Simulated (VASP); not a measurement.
AuZn (CsCl type): the lattice constant a from VASP (plane waves, PAW) at several levels of theory. Static lattice.

```json
[
 {"level": "LDA", "lattice constant a (Å)": "3.101"},
 {"level": "PBE", "lattice constant a (Å)": "3.188"},
 {"level": "PBEsol", "lattice constant a (Å)": "3.130"},
 {"level": "RPBE", "lattice constant a (Å)": "3.223"},
 {"level": "AM05", "lattice constant a (Å)": "3.127"},
 {"level": "PBE-D3(BJ)", "lattice constant a (Å)": "3.141"},
 {"level": "PBE-D4", "lattice constant a (Å)": "3.146"},
 {"level": "optB88-vdW", "lattice constant a (Å)": "3.190"},
 {"level": "rev-vdW-DF2", "lattice constant a (Å)": "3.164"},
 {"level": "revTPSS", "lattice constant a (Å)": "3.127"},
 {"level": "SCAN", "lattice constant a (Å)": "3.124"},
 {"level": "r2SCAN", "lattice constant a (Å)": "3.151"},
 {"level": "r2SCAN+rVV10", "lattice constant a (Å)": "3.139"}
]
```

The cell of the LDA run:

```cif
data_AuZn
_chemical_formula_sum 'Zn1 Au1'
_space_group_name_H-M_alt 'Pm-3m'
_space_group_IT_number 221
_space_group_name_Hall '-P 4 2 3'
_cell_length_a 3.10090
_cell_length_b 3.10090
_cell_length_c 3.10090
_cell_angle_alpha 90.000
_cell_angle_beta 90.000
_cell_angle_gamma 90.000
loop_
_atom_site_label
_atom_site_type_symbol
_atom_site_symmetry_multiplicity
_atom_site_Wyckoff_symbol
_atom_site_fract_x
_atom_site_fract_y
_atom_site_fract_z
_atom_site_occupancy
Zn1 Zn 1 b 0.50000 0.50000 0.50000 1
Au1 Au 1 a 0.00000 0.00000 0.00000 1
```

Only levels that ran to the end are used. Left out are those held back, those with too coarse a band path, GW runs whose mesh misses a band edge, hybrids' fits of cells that aren't cubic and levels without matching references; a question may draw on a part of the rest.

The compound is AuZn in the CsCl type structure.
